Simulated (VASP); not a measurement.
Given:

```
KTaO3
1.0
    4.03782     0.00000     0.00000
    0.00000     4.03782     0.00000
    0.00000     0.00000     4.03782
K Ta O
1 1 3
Cartesian
  0.00000   0.00000   0.00000
  2.01891   2.01891   2.01891
  2.01891   0.00000   2.01891
  0.00000   2.01891   2.01891
  2.01891   2.01891   0.00000
```

Computed with vdW-DF2, VASP's PBE PAW potentials (set 64) (plane waves; VASP). Numerical set-up: 520 eV cut-off, 6×6×6 Γ-centred mesh, Gaussian smearing of 0.050 eV, potentials K_sv Ta_pv O.

Task: Give the stress tensor in GPa (positive for a compressed cell).

Result: 
```
5.64  0.00  0.00
0.00  5.64  0.00
0.00  0.00  5.64
```
The pressure is its mean diagonal, 5.64 GPa.

The compound is KTaO3 in the cubic perovskite structure. This cell is one point of a volume scan, at 0.97 of the reference volume.
